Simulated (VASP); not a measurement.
Level of theory: r2SCAN meta-GGA, VASP's PBE PAW potentials (set 64) (plane waves; VASP).

VASP input:

### KPOINTS
```
Automatic mesh
0
G
  8 8 8
0 0 0
```

### INCAR
```
SYSTEM=PbSe
PREC=Accurate; ENCUT=480; LREAL=.FALSE.
LASPH=.TRUE.
EDIFF=1E-7; NELM=100; ALGO=Normal
LMAXMIX=4; LMIXTAU=.TRUE.
ISMEAR=0; SIGMA=0.05
METAGGA=R2SCAN
ISIF=2
LWAVE=.FALSE.; LCHARG=.FALSE.
```

### POSCAR
```
PbSe
1
    0.0000000000     3.0873891351     3.0873891351
    3.0873891351     0.0000000000     3.0873891351
    3.0873891351     3.0873891351     0.0000000000
Pb Se
1 1
Direct
  0.0000000000   0.0000000000   0.0000000000
  0.5000000000   0.5000000000   0.5000000000
```

POTCAR, in this order: Pb_d Se (PBE.64 set). Program: vasp_std.

What VASP printed:

**OSZICAR**
```
       N       E                     dE             d eps       ncg     rms          rms(c)
DAV:   1     0.935216133158E+02    0.93522E+02   -0.92974E+03   812   0.138E+03
DAV:   2    -0.633450523665E+02   -0.15687E+03   -0.15367E+03   860   0.360E+02
DAV:   3    -0.763760008117E+02   -0.13031E+02   -0.12769E+02  1070   0.106E+02
DAV:   4    -0.766860865147E+02   -0.31009E+00   -0.30998E+00   904   0.196E+01
DAV:   5    -0.766954123710E+02   -0.93259E-02   -0.93258E-02  1094   0.328E+00    0.295E+00
DAV:   6    -0.717188183006E+02    0.49766E+01   -0.26098E+00   956   0.311E+01    0.222E+00
DAV:   7    -0.718285845049E+02   -0.10977E+00   -0.84046E-01   812   0.113E+01    0.122E+00
DAV:   8    -0.718663572865E+02   -0.37773E-01   -0.80173E-01   812   0.625E+00    0.614E-01
DAV:   9    -0.719165683940E+02   -0.50211E-01   -0.10581E-01   824   0.271E+00    0.422E-01
DAV:  10    -0.719082726216E+02    0.82958E-02   -0.47531E-02   884   0.184E+00    0.121E-01
DAV:  11    -0.719328031460E+02   -0.24531E-01   -0.63158E-02   818   0.235E+00    0.992E-02
DAV:  12    -0.719358163485E+02   -0.30132E-02   -0.13299E-03   932   0.350E-01    0.697E-02
DAV:  13    -0.719360036019E+02   -0.18725E-03   -0.44828E-04   998   0.262E-01    0.295E-02
DAV:  14    -0.719392030118E+02   -0.31994E-02   -0.32045E-03   824   0.560E-01    0.159E-02
DAV:  15    -0.719391852661E+02    0.17746E-04   -0.59413E-05   962   0.897E-02    0.117E-02
DAV:  16    -0.719392123648E+02   -0.27099E-04   -0.38883E-05   860   0.908E-02    0.883E-03
DAV:  17    -0.719392140759E+02   -0.17111E-05   -0.13177E-05   970   0.325E-02    0.153E-03
DAV:  18    -0.719392131525E+02    0.92337E-06   -0.35560E-06   830   0.184E-02    0.127E-03
DAV:  19    -0.719392140644E+02   -0.91195E-06   -0.22007E-07   712   0.653E-03    0.897E-04
DAV:  20    -0.719392138577E+02    0.20672E-06   -0.16571E-07   598   0.442E-03    0.291E-04
DAV:  21    -0.719392142196E+02   -0.36191E-06   -0.11475E-07   586   0.334E-03    0.191E-04
DAV:  22    -0.719392141795E+02    0.40164E-07   -0.17621E-08   424   0.224E-03
   1 F= -.71939214E+02 E0= -.71939214E+02  d E =-.148037E-15
```

OUTCAR:
```
------------------------ aborting loop because EDIFF is reached ----------------------------------------
  FORCE on cell =-STRESS in cart. coord.  units (eV):
  Direction    XX          YY          ZZ          XY          YZ          ZX
  --------------------------------------------------------------------------------------
  Total        0.0313113      0.0313113      0.0313113     -0.0000000      0.0000000      0.0000000
  in kB        0.8523292      0.8523292      0.8523292     -0.0000000      0.0000000      0.0000000
  external PRESSURE =       0.8523292 kB  Pullay stress =       0.0000000 kB
  volume of cell :       58.86
      direct lattice vectors                 reciprocal lattice vectors
     0.000000000  3.087389135  3.087389135    -0.161949135  0.161949135  0.161949135
     3.087389135  0.000000000  3.087389135     0.161949135 -0.161949135  0.161949135
     3.087389135  3.087389135  0.000000000     0.161949135  0.161949135 -0.161949135
  FREE ENERGIE OF THE ION-ELECTRON SYSTEM (eV)
  ---------------------------------------------------
  free  energy   TOTEN  =       -71.9392141795 eV

  energy  without entropy=      -71.9392141795  energy(sigma->0) =      -71.93921418
```
(Selected blocks of OUTCAR.)

The compound is PbSe in the rock salt structure. It was relaxed first.
